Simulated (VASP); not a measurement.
# A VASP study of CdS (Greenockite) (PBE): structure first, properties next, part 2 of 5

Aim: relax CdS (Greenockite), then compute properties on the relaxed cell. The start is a cell from a database of measured crystal structures.

VASP 6.6.1; PBE; plane waves and PAW (Cd, S).

So far, gap on the k-mesh (eV): step 3 (relaxing cell and atoms (PBE)) 1.12. The relaxed cell has a = 4.190, c = 6.827 Å (conventional setting).

## Step 4: Second relaxation

A relaxation keeps the plane waves of the cell it began with, so it is repeated from the new cell, on a basis made for it.

Contents of INCAR:

```
SYSTEM = CdS
PREC = Accurate
ENCUT = 400
EDIFF = 1E-06
NELM = 100
ISMEAR = 0
SIGMA = 0.05
LREAL = .FALSE.
ALGO = Normal
GGA = PE
NBANDS = 24
LORBIT = 11
LWAVE = .FALSE.
LCHARG = .FALSE.
KPAR = 4
IBRION = 2
NSW = 60
ISIF = 3
EDIFFG = -0.01
```

Contents of POSCAR:

```
CdS
1.0
    4.1897081241      0.0000000000      0.0000000000
   -2.0948540621      3.6283936700      0.0000000000
    0.0000000000      0.0000000000      6.8272081904
Cd S
2 2
Direct
    0.6666666667      0.3333333333      0.9995203045
    0.3333333333      0.6666666667      0.4995203045
    0.6666666667      0.3333333333      0.3754796955
    0.3333333333      0.6666666667      0.8754796955
```

Contents of KPOINTS:

```
Automatic mesh
0
Gamma
6 6 4
0 0 0
```

PAW data sets: Cd and S (PBE family, release 64).

The run is started by

```bash
> mpirun -np 4 vasp_std
```

What it wrote:

```text
[... set-up lines as in an earlier step ...]
 entering main loop
       N       E                     dE             d eps       ncg     rms          rms(c)
DAV:   1     0.211761881965E+03    0.21176E+03   -0.15237E+04  1008   0.111E+03
DAV:   2    -0.277447517093E+01   -0.21454E+03   -0.20908E+03  1168   0.308E+02
DAV:   3    -0.132956886705E+02   -0.10521E+02   -0.10489E+02  1240   0.699E+01
DAV:   4    -0.133933312134E+02   -0.97643E-01   -0.97619E-01  1184   0.654E+00
DAV:   5    -0.133951122390E+02   -0.17810E-02   -0.17809E-02  1264   0.849E-01    0.105E+01
DAV:   6    -0.123116063104E+02    0.10835E+01   -0.22715E+00  1344   0.150E+01    0.840E+00
DAV:   7    -0.122934436320E+02    0.18163E-01   -0.74143E-01  1112   0.473E+00    0.397E+00
DAV:   8    -0.122914303624E+02    0.20133E-02   -0.91163E-02  1152   0.305E+00    0.485E-01
DAV:   9    -0.122896558995E+02    0.17745E-02   -0.17127E-02  1296   0.159E+00    0.139E-01
DAV:  10    -0.122899343831E+02   -0.27848E-03   -0.13604E-03  1168   0.354E-01    0.117E-01
DAV:  11    -0.122900708748E+02   -0.13649E-03   -0.22994E-04  1248   0.108E-01    0.949E-02
DAV:  12    -0.122900864759E+02   -0.15601E-04   -0.15886E-04  1096   0.792E-02    0.152E-02
DAV:  13    -0.122900871595E+02   -0.68364E-06   -0.14180E-05  1256   0.279E-02    0.800E-03
DAV:  14    -0.122900881388E+02   -0.97923E-06   -0.25813E-06   904   0.137E-02
   1 F= -.12290088E+02 E0= -.12290088E+02  d E =-.122901E+02
 curvature:   0.00 expect dE= 0.000E+00 dE for cont linesearch  0.000E+00
 trial: gam= 0.00000 g(F)=  0.111E-04 g(S)=  0.104E-03 ort = 0.000E+00 (trialstep = 0.100E+01)
 search vector abs. value=  0.115E-03
 bond charge predicted
       N       E                     dE             d eps       ncg     rms          rms(c)
DAV:   1    -0.122913836971E+02   -0.12965E-02   -0.29683E-02  1088   0.172E+00    0.276E-01
DAV:   2    -0.122902835351E+02    0.11002E-02   -0.31333E-03  1112   0.664E-01    0.923E-02
DAV:   3    -0.122901714942E+02    0.11204E-03   -0.31013E-04  1120   0.148E-01    0.799E-02
DAV:   4    -0.122901492117E+02    0.22283E-04   -0.18532E-05  1048   0.311E-02    0.205E-02
DAV:   5    -0.122901433491E+02    0.58625E-05   -0.89977E-06  1160   0.335E-02    0.557E-03
DAV:   6    -0.122901429293E+02    0.41982E-06   -0.88602E-07   584   0.895E-03
   2 F= -.12290143E+02 E0= -.12290143E+02  d E =-.547906E-04
 trial-energy change:   -0.000055  1 .order   -0.000054   -0.000115    0.000007
 step:   0.9438(harm=  0.9438)  dis= 0.00034  next Energy=   -12.290142 (dE=-0.543E-04)
 reached required accuracy - stopping structural energy minimisation
```

Run time: 23 s. Hardware: 4 MPI ranks of AMD EPYC 7R43, shared host; peak memory 0.7 GiB.

OUTCAR, selected parts (step 4):

```text
  LATTYP: Found a hexagonal cell.
 ALAT       =     4.1897081241
 C/A-ratio  =     1.6295188085

 Found     21 irreducible k-points:

   ENCUT  =  400.0 eV  29.40 Ry    5.42 a.u.   6.83  6.83 11.13*2*pi/ulx,y,z

   NELECT =      36.0000    total number of electrons

 E-fermi :   1.1800

 k-point     1 :       0.0000    0.0000    0.0000
  band No.  band energies     occupation
    ...
     14       0.2318      2.00000
     15       0.2318      2.00000
     16       0.8848      2.00000
     17       0.9282      2.00000
     18       0.9282      2.00000
     19       2.0394      0.00000
     20       3.6727      0.00000
     21       7.4115      0.00000
     22       7.4115      0.00000
     23       7.6943      0.00000
    ...

 k-point     2 :       0.1667    0.0000    0.0000
  band No.  band energies     occupation
    ...
     14      -0.6862      2.00000
     15      -0.2456      2.00000
     16      -0.0610      2.00000
     17       0.7005      2.00000
     18       0.7542      2.00000
     19       3.1715      0.00000
     20       4.5088      0.00000
     21       6.7044      0.00000
     22       7.7163      0.00000
     23       7.7600      0.00000
    ...

  Total       -0.0027933     -0.0027933     -0.0195070      0.0000000      0.0000000      0.0000000
  in kB       -0.0430377     -0.0430377     -0.3005531      0.0000000      0.0000000      0.0000000
  external PRESSURE =      -0.1288761 kB  Pullay stress =       0.0000000 kB

  energy-cutoff  :      400.00
  volume of cell :      103.99
      direct lattice vectors                 reciprocal lattice vectors
     4.192587675 -0.000000000  0.000000000     0.238516181  0.137707381  0.000000000
    -2.096293838  3.630887434  0.000000000     0.000000000  0.275414762  0.000000000
     0.000000000  0.000000000  6.831000001     0.000000000  0.000000000  0.146391451

 POSITION                                       TOTAL-FORCE (eV/Angst)
 -----------------------------------------------------------------------------------
      2.09629      1.21030      6.82736         0.000000     -0.000000     -0.005360
     -0.00000      2.42059      3.41186        -0.000000      0.000000     -0.005360
      2.09629      1.21030      2.56527         0.000000      0.000000      0.005360
     -0.00000      2.42059      5.98077         0.000000     -0.000000      0.005360
 -----------------------------------------------------------------------------------
    total drift:                               -0.000000     -0.000001     -0.000693

  FREE ENERGIE OF THE ION-ELECTRON SYSTEM (eV)
  ---------------------------------------------------
  free  energy   TOTEN  =       -12.2901429293 eV

  energy  without entropy=      -12.2901429293  energy(sigma->0) =      -12.29014293

 total charge
# of ion       s       p       d       tot
------------------------------------------
    1        0.417   0.299   9.561  10.277
    2        0.417   0.299   9.561  10.277
    3        1.325   2.383   0.000   3.708
    4        1.325   2.383   0.000   3.708
--------------------------------------------------
tot          3.483   5.365  19.122  27.970

[... 6 parts as in an earlier step ...]

[... 6 further parts left out ...]
```

Little changed from the start: no atom moved by 0.005 Å and no cell edge by 0.1 %.

Numbers from this step:

```yaml
free_energy_toten: -12.29 eV
fermi_energy: 1.18 eV
pressure: -0.01289 GPa
scf_cycles_over_all_ionic_steps: 20
gap_on_the_k_mesh: 1.111 eV
least_direct_gap_on_the_k_mesh: 1.111 eV
```

It ends with a largest force of 0.005 eV/Å and a pressure of -0.01 GPa.

## Step 5: Density, ELF and potential (PBE)

A single point on the relaxed cell gives a clean self-consistent state, with density, ELF and potential written out.

INCAR, as its differences from that of step 4:

```diff
@@ -13,7 +13,5 @@
 LWAVE = .FALSE.
-LCHARG = .FALSE.
-KPAR = 4
-IBRION = 2
-NSW = 60
-ISIF = 3
-EDIFFG = -0.01
+LCHARG = .TRUE.
+ISIF = 2
+LELF = .TRUE.
+LVHAR = .TRUE.
```

Contents of POSCAR:

```
CdS
1.0
    4.1925876750      0.0000000000      0.0000000000
   -2.0962938375      3.6308874342      0.0000000000
    0.0000000000      0.0000000000      6.8310000015
Cd S
2 2
Direct
    0.6666666667      0.3333333333      0.9994667924
    0.3333333333      0.6666666667      0.4994667924
    0.6666666667      0.3333333333      0.3755332076
    0.3333333333      0.6666666667      0.8755332076
```

KPOINTS is that of step 4.

The run is started by

```bash
> mpirun -np 4 vasp_std
```

What it wrote:

```text
[banner, memory and clock lines left out]
running    4 mpi-ranks, on    1 nodes
 distrk:  each k-point on    4 cores,    1 groups
 distr:  one band on    1 cores,    4 groups

 POSCAR found type information on POSCAR CdS
 POSCAR found :  2 types and       4 ions
 LDA part: xc-table for (Slater+PW92), standard interpolation
 POSCAR, INCAR and KPOINTS ok, starting setup
 FFT: planning ... GRIDC
 FFT: planning ... GRID_SOFT
 FFT: planning ... GRID
 WAVECAR not read
 entering main loop
       N       E                     dE             d eps       ncg     rms          rms(c)
DAV:   1     0.209368856155E+03    0.20937E+03   -0.15364E+04  1016   0.111E+03
DAV:   2    -0.293927151758E+01   -0.21231E+03   -0.20683E+03  1176   0.305E+02
DAV:   3    -0.132988017762E+02   -0.10360E+02   -0.10324E+02  1248   0.696E+01
DAV:   4    -0.133949125983E+02   -0.96111E-01   -0.96081E-01  1192   0.650E+00
DAV:   5    -0.133966630682E+02   -0.17505E-02   -0.17504E-02  1256   0.836E-01    0.104E+01
DAV:   6    -0.123122101176E+02    0.10845E+01   -0.22743E+00  1344   0.149E+01    0.837E+00
DAV:   7    -0.122940873664E+02    0.18123E-01   -0.73889E-01  1120   0.471E+00    0.397E+00
DAV:   8    -0.122921576723E+02    0.19297E-02   -0.90677E-02  1136   0.304E+00    0.482E-01
DAV:   9    -0.122903641360E+02    0.17935E-02   -0.17124E-02  1288   0.159E+00    0.138E-01
DAV:  10    -0.122906485229E+02   -0.28439E-03   -0.13605E-03  1184   0.353E-01    0.117E-01
DAV:  11    -0.122907893198E+02   -0.14080E-03   -0.23934E-04  1200   0.110E-01    0.944E-02
DAV:  12    -0.122908008844E+02   -0.11565E-04   -0.16365E-04  1072   0.824E-02    0.146E-02
DAV:  13    -0.122908016491E+02   -0.76473E-06   -0.14466E-05  1280   0.277E-02    0.791E-03
DAV:  14    -0.122908026142E+02   -0.96508E-06   -0.22964E-06   888   0.126E-02
   1 F= -.12290803E+02 E0= -.12290803E+02  d E =-.380647E-14
```

The job ended after 19 s (4 MPI ranks; peak memory 0.4 GiB; 71 s of CPU time).

From OUTCAR (step 5):

```text
  LATTYP: Found a hexagonal cell.
 ALAT       =     4.1925876750
 C/A-ratio  =     1.6293040315

 Found     21 irreducible k-points:

   ENCUT  =  400.0 eV  29.40 Ry    5.42 a.u.   6.84  6.84 11.14*2*pi/ulx,y,z

   NELECT =      36.0000    total number of electrons

 E-fermi :   1.1802

 k-point     1 :       0.0000    0.0000    0.0000
  band No.  band energies     occupation
    ...
     14       0.2320      2.00000
     15       0.2320      2.00000
     16       0.8851      2.00000
     17       0.9285      2.00000
     18       0.9285      2.00000
     19       2.0394      0.00000
     20       3.6728      0.00000
     21       7.4116      0.00000
     22       7.4116      0.00000
     23       7.6944      0.00000
    ...

 k-point     2 :       0.1667    0.0000    0.0000
  band No.  band energies     occupation
    ...
     14      -0.6861      2.00000
     15      -0.2454      2.00000
     16      -0.0607      2.00000
     17       0.7008      2.00000
     18       0.7544      2.00000
     19       3.1716      0.00000
     20       4.5089      0.00000
     21       6.7044      0.00000
     22       7.7163      0.00000
     23       7.7600      0.00000
    ...

  Total       -0.0084822     -0.0084822     -0.0257806      0.0000000      0.0000000      0.0000000
  in kB       -0.1306896     -0.1306896     -0.3972137      0.0000000      0.0000000      0.0000000
  external PRESSURE =      -0.2195310 kB  Pullay stress =       0.0000000 kB

  energy-cutoff  :      400.00
  volume of cell :      103.99
      direct lattice vectors                 reciprocal lattice vectors
     4.192587675  0.000000000  0.000000000     0.238516181  0.137707381  0.000000000
    -2.096293838  3.630887434  0.000000000     0.000000000  0.275414762  0.000000000
     0.000000000  0.000000000  6.831000001     0.000000000  0.000000000  0.146391451

 POSITION                                       TOTAL-FORCE (eV/Angst)
 -----------------------------------------------------------------------------------
      2.09629      1.21030      6.82736         0.000000      0.000000     -0.005407
     -0.00000      2.42059      3.41186        -0.000000     -0.000000     -0.005407
      2.09629      1.21030      2.56527        -0.000000     -0.000000      0.005407
     -0.00000      2.42059      5.98077         0.000000      0.000000      0.005407
 -----------------------------------------------------------------------------------
    total drift:                               -0.000000     -0.000001     -0.000510

  FREE ENERGIE OF THE ION-ELECTRON SYSTEM (eV)
  ---------------------------------------------------
  free  energy   TOTEN  =       -12.2908026142 eV

  energy  without entropy=      -12.2908026142  energy(sigma->0) =      -12.29080261

 total charge
# of ion       s       p       d       tot
------------------------------------------
    1        0.417   0.299   9.561  10.277
    2        0.417   0.299   9.561  10.277
    3        1.325   2.383   0.000   3.708
    4        1.325   2.383   0.000   3.708
--------------------------------------------------
tot          3.483   5.365  19.123  27.970

[... 5 parts as in an earlier step ...]

[... 6 further parts left out ...]
```

Numbers from this step:

| Property | Result |
| --- | --- |
| electronic steps | 14 |
| Fermi energy | 1.180 eV |
| pressure | -0.02195 GPa |

Valence electrons inside each PAW sphere by angular momentum. Sphere charges, by row:

| atom | s (e) | p (e) | d (e) | tot (e) |
| --- | --- | --- | --- | --- |
| Cd1 | 0.417 | 0.299 | 9.561 | 10.28 |
| Cd2 | 0.417 | 0.299 | 9.561 | 10.28 |
| S3 | 1.325 | 2.383 | 0 | 3.708 |
| S4 | 1.325 | 2.383 | 0 | 3.708 |

Valence density in the ac plane at fractional y = 0.333, with atoms of Cd and S within 0.2 Å of it. It is the smooth field of the valence electrons, not physical close to the nuclei.

Values in e/Å³, 22 rows by 14 columns, each cell a mean:
```
0.2 0.2 0.2 0.2 0.2 0.2 0.6 2.0 5.4 7.4 6.1 3.2 0.8 0.3
0.2 0.2 0.2 0.2 0.2 0.2 0.4 1.0 2.7 3.7 3.1 1.6 0.5 0.2
0.2 0.2 0.2 0.2 0.2 0.2 0.2 0.3 0.7 1.0 0.8 0.5 0.2 0.2
0.1 0.2 0.2 0.2 0.2 0.1 0.1 0.1 0.2 0.2 0.2 0.2 0.1 0.1
0.1 0.1 0.1 0.1 0.1 0.1 0.1 0.1 0.1 0.1 0.1 0.1 0.1 0.1
0.1 0.1 0.1 0.1 0.1 0.1 0.0 0.0 0.0 0.0 0.0 0.0 0.0 0.0
0.0 0.1 0.1 0.1 0.1 0.0 0.0 0.0 0.0 0.0 0.0 0.0 0.0 0.0
0.0 0.1 0.1 0.1 0.1 0.0 0.0 0.0 0.0 0.0 0.0 0.0 0.0 0.0
0.1 0.1 0.1 0.1 0.1 0.1 0.1 0.1 0.1 0.1 0.1 0.1 0.1 0.1
0.1 0.1 0.1 0.1 0.1 0.1 0.1 0.2 0.2 0.2 0.2 0.2 0.1 0.1
0.2 0.2 0.2 0.2 0.2 0.2 0.3 0.4 0.6 0.6 0.6 0.5 0.3 0.2
0.2 0.2 0.2 0.2 0.2 0.2 0.4 0.7 1.0 1.0 1.0 0.8 0.5 0.3
0.2 0.1 0.1 0.1 0.2 0.3 0.6 1.0 0.9 0.5 0.8 1.1 0.7 0.4
0.2 0.1 0.1 0.1 0.1 0.3 0.6 1.0 0.7 0.0 0.5 1.1 0.8 0.4
0.1 0.1 0.1 0.1 0.1 0.2 0.5 0.9 1.0 0.7 0.9 1.0 0.6 0.3
0.1 0.0 0.0 0.0 0.1 0.1 0.3 0.6 1.0 1.1 1.0 0.8 0.4 0.2
0.1 0.0 0.0 0.0 0.0 0.1 0.2 0.4 0.6 0.7 0.6 0.5 0.2 0.1
0.0 0.0 0.0 0.0 0.0 0.1 0.1 0.2 0.3 0.4 0.4 0.3 0.1 0.1
0.0 0.0 0.0 0.0 0.0 0.1 0.1 0.3 0.5 0.6 0.5 0.4 0.2 0.1
0.1 0.0 0.0 0.0 0.1 0.1 0.3 0.7 1.7 2.3 1.9 1.0 0.3 0.1
0.1 0.1 0.1 0.1 0.1 0.2 0.5 1.7 4.5 6.1 5.0 2.7 0.7 0.2
0.1 0.1 0.1 0.1 0.1 0.2 0.7 2.5 6.5 9.1 7.4 3.9 1.0 0.3
```
Columns run along a (4.2 Å), rows up along c (6.8 Å). Atoms in or near the plane, at fractional coordinates: Cd at (0.67, 0.00), S at (0.67, 0.38).

Electrostatic potential energy in the ac plane at fractional y = 0.333, with atoms of Cd and S within 0.2 Å of it. With pseudopotentials it is smooth inside the atoms' cores, unlike the true potential.

Values in eV, 22 rows by 14 columns, each cell a mean:
```
  2   3   3   3   2   0  -8 -11 -13 -14 -13 -12  -9  -3
  2   2   2   2   2   1  -5 -10 -12 -12 -12 -11  -6  -1
  3   2   2   2   3   2   0  -5  -8  -9  -9  -6  -1   1
  3   3   3   3   3   3   2   1  -2  -3  -2   0   2   3
  4   4   3   4   4   4   4   3   2   2   2   3   4   4
  4   4   4   4   4   4   4   4   4   4   4   4   4   4
  4   4   4   4   4   4   5   5   5   5   5   5   5   4
  4   3   3   3   3   4   4   5   5   5   5   5   4   4
  3   2   1   1   2   3   4   4   4   4   4   4   4   4
  2   0   0   0   1   3   3   3   2   2   2   3   3   3
  1   0  -1  -1   1   2   2   0  -6 -10  -7  -2   1   2
  1   0  -1   0   1   2  -1 -10 -36 -49 -40 -19  -2   1
  2   1   1   1   2   1  -5 -32 -64 -64 -64 -49  -8   0
  3   3   2   3   3   1  -7 -40 -64 -64 -64 -56 -12   0
  4   4   4   4   4   2  -4 -28 -61 -64 -63 -45  -7   1
  4   4   4   4   4   4   0  -7 -30 -41 -34 -15  -1   3
  4   5   5   5   5   4   3   0  -4  -7  -5  -2   2   4
  4   5   5   5   4   4   3   1  -1  -2  -1   1   2   4
  4   4   5   5   4   3   1  -2  -6  -7  -6  -4   0   2
  3   4   4   4   3   2  -3  -8 -11 -11 -11 -10  -4   0
  2   4   4   4   3   0  -7 -11 -13 -13 -13 -12  -8  -2
  2   3   4   4   2  -1  -8 -12 -14 -14 -14 -13  -9  -3
```
Columns run along a (4.2 Å; values clipped at the 3rd and 97th percentile), rows up along c (6.8 Å). Atoms in or near the plane, at fractional coordinates: Cd at (0.67, 0.00), S at (0.67, 0.38).

ELF in the ac plane at fractional y = 0.333, with atoms of Cd and S within 0.2 Å of it. It is the smooth field of the valence electrons, not physical close to the nuclei.

Values, 22 rows by 14 columns, each cell a mean:
```
0.31 0.50 0.60 0.56 0.36 0.19 0.22 0.19 0.03 0.01 0.02 0.12 0.24 0.17
0.42 0.61 0.68 0.66 0.47 0.25 0.18 0.24 0.16 0.11 0.14 0.22 0.21 0.19
0.49 0.65 0.69 0.68 0.54 0.33 0.17 0.20 0.27 0.28 0.28 0.23 0.16 0.24
0.49 0.61 0.65 0.63 0.53 0.34 0.17 0.15 0.19 0.21 0.19 0.16 0.16 0.25
0.40 0.51 0.56 0.54 0.43 0.29 0.14 0.10 0.12 0.13 0.12 0.10 0.12 0.22
0.23 0.32 0.37 0.35 0.26 0.16 0.07 0.04 0.04 0.04 0.04 0.04 0.06 0.12
0.11 0.16 0.18 0.17 0.13 0.08 0.04 0.02 0.02 0.02 0.02 0.02 0.03 0.06
0.08 0.11 0.13 0.12 0.09 0.06 0.05 0.05 0.07 0.08 0.07 0.06 0.05 0.05
0.12 0.14 0.16 0.15 0.12 0.10 0.14 0.22 0.31 0.35 0.33 0.26 0.16 0.11
0.15 0.16 0.18 0.17 0.15 0.17 0.32 0.51 0.63 0.66 0.64 0.58 0.37 0.21
0.17 0.16 0.18 0.17 0.16 0.27 0.58 0.76 0.80 0.80 0.81 0.79 0.64 0.38
0.22 0.15 0.16 0.15 0.19 0.40 0.75 0.85 0.82 0.78 0.81 0.85 0.79 0.55
0.31 0.16 0.14 0.14 0.25 0.55 0.83 0.85 0.69 0.49 0.62 0.82 0.85 0.70
0.37 0.17 0.12 0.13 0.30 0.61 0.84 0.83 0.57 0.29 0.48 0.77 0.85 0.74
0.37 0.15 0.08 0.10 0.30 0.60 0.81 0.83 0.71 0.58 0.67 0.80 0.82 0.72
0.30 0.11 0.04 0.07 0.24 0.50 0.74 0.83 0.85 0.85 0.85 0.85 0.77 0.62
0.18 0.06 0.02 0.03 0.14 0.33 0.59 0.72 0.81 0.84 0.82 0.77 0.63 0.44
0.08 0.03 0.01 0.02 0.06 0.14 0.26 0.34 0.39 0.39 0.39 0.36 0.29 0.19
0.07 0.04 0.02 0.03 0.06 0.10 0.16 0.18 0.20 0.21 0.20 0.19 0.16 0.13
0.10 0.08 0.08 0.08 0.09 0.13 0.19 0.25 0.21 0.17 0.20 0.25 0.21 0.15
0.15 0.17 0.22 0.20 0.15 0.15 0.24 0.23 0.06 0.02 0.05 0.16 0.26 0.18
0.20 0.31 0.41 0.36 0.23 0.17 0.25 0.17 0.01 0.00 0.01 0.09 0.26 0.18
```
Columns run along a (4.2 Å), rows up along c (6.8 Å). Atoms in or near the plane, at fractional coordinates: Cd at (0.67, 0.00), S at (0.67, 0.38).

In this run the pressure is -0.02 GPa, small enough to go on.

(Part 2 of 5 ends here.)

[Lines on the potential files, build, host, timing and source positions are cut from VASP's logs without a mark.]

[Logs are printed without paths, hosts, clocks, repeated set-up lines and the standing remarks that a program may print on its own settings, such as how far it seeks lower states.]

[Hosts, paths, dates, database ids (printed as entryN), source tags and the programs' standing remarks are cut or masked in the printed files.]

[A measured line is paired with the nearest computed mode of its activity, which favours agreement.]
